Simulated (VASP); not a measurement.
VASP runs on Cu$_{2}$As (space group P4/nmm) share one base input (PBEsol GGA, plane waves, VASP's PBE PAW potentials (set 64)) and change the settings named in each case.

### KPOINTS
```
Automatic mesh
0
Gamma
7 7 5
0 0 0
```

POSCAR:
```
Cu2As
1
    3.7880000000     0.0000000000     0.0000000000
    0.0000000000     3.7880000000     0.0000000000
    0.0000000000     0.0000000000     5.9420000000
As Cu
2 4
Direct
  0.0000000000   0.5000000000   0.7090000000
  0.5000000000   0.0000000000   0.2910000000
  0.0000000000   0.0000000000   0.0000000000
  0.5000000000   0.5000000000   0.0000000000
  0.0000000000   0.5000000000   0.3030000000
  0.5000000000   0.0000000000   0.6970000000
```

INCAR:
```
SYSTEM = Cu2As
PREC = Accurate
ENCUT = 300
EDIFF = 1E-6
NELM = 100
ALGO = Normal
LREAL = .FALSE.
LASPH = .TRUE.
ISMEAR = -1
SIGMA = 0.136
GGA = PS
LMAXMIX = 4
LWAVE = .FALSE.
LCHARG = .FALSE.
ISIF = 2
```

POTCAR, in this order: As Cu (PBE.64 set). Program: vasp_std.

```csv
change,E(σ→0) (eV/atom),pressure (GPa),largest force (eV/Å),−TS (eV)
base run,-4.5654,-5.54,0.234,-0.1308
"GGA removed, POTCAR As Cu (LDA.64 set)",-4.9029,…,…,…
"GGA_COMPAT = .FALSE., LNONCOLLINEAR = .TRUE., LSORBIT = .TRUE., MAGMOM = 0.0 0.0 0.0 0.0 0.0 0.0 0.0 0.0 0.0 0.0 0.0 0.0 0.0 0.0 0.0 0.0 0.0 0.0, program vasp_ncl",-4.5732,…,…,…
KPOINTS 4×4×3 Γ-centred mesh,-4.5926,-6.25,0.291,-0.0810
```

### Question
Fill in the missing entries.

### Answer

- GGA removed, POTCAR As Cu (LDA.64 set), pressure (GPa): -9.63
- GGA removed, POTCAR As Cu (LDA.64 set), largest force (eV/Å): 0.289
- GGA removed, POTCAR As Cu (LDA.64 set), −TS (eV): -0.1310
- GGA_COMPAT = .FALSE., LNONCOLLINEAR = .TRUE., LSORBIT = .TRUE., MAGMOM = 0.0 0.0 0.0 0.0 0.0 0.0 0.0 0.0 0.0 0.0 0.0 0.0 0.0 0.0 0.0 0.0 0.0 0.0, program vasp_ncl, pressure (GPa): -5.55
- GGA_COMPAT = .FALSE., LNONCOLLINEAR = .TRUE., LSORBIT = .TRUE., MAGMOM = 0.0 0.0 0.0 0.0 0.0 0.0 0.0 0.0 0.0 0.0 0.0 0.0 0.0 0.0 0.0 0.0 0.0 0.0, program vasp_ncl, largest force (eV/Å): 0.232
- GGA_COMPAT = .FALSE., LNONCOLLINEAR = .TRUE., LSORBIT = .TRUE., MAGMOM = 0.0 0.0 0.0 0.0 0.0 0.0 0.0 0.0 0.0 0.0 0.0 0.0 0.0 0.0 0.0 0.0 0.0 0.0, program vasp_ncl, −TS (eV): -0.1307

Energies of different potentials or functionals have different zeros.  At 300 eV the pressure can carry a Pulay error.

Left out are runs that ran out of time, are held back, or changed the cell or the kind of run, fixed moments of cells without a moment, rows past the twelfth, gaps on odd meshes, pressures of charged cells and columns that move by less than the noise.

The structure comes from a measured Cu2As entry of the Crystallography Open Database, whose conditions weren't checked. The cell was not relaxed at this level, forces remain on its atoms.
